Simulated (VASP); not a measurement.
Given:

```yaml
crystal:
  lattice:
    - [1.51398, -2.62228, 0.00000]
    - [1.51398, 2.62228, 0.00000]
    - [0.00000, 0.00000, 3.20208]
  atoms:
    - { symbol: Ti, position: [0.00000, 0.00000, 0.00000] }
    - { symbol: B, position: [0.33333, 0.66667, 0.50000] }
    - { symbol: B, position: [0.66667, 0.33333, 0.50000] }
```

These are vdW-DF-cx, VASP's PBE PAW potentials (set 64) (plane waves; VASP) values and carry that method's errors. Run with 520 eV cut-off, Gaussian smearing of 0.050 eV, potentials Ti_sv B.

Problem. What does the run give for the band gap (along the path) with the smallest direct gap where there is one?

Solution. 
```
Quantity                                                     Result
-------------------------  ----------------------------------------
band gap (along the path)  none (metal, semimetal or under 0.01 eV)
```

The compound is TiB2 in the AlB2 type structure. It was relaxed first.
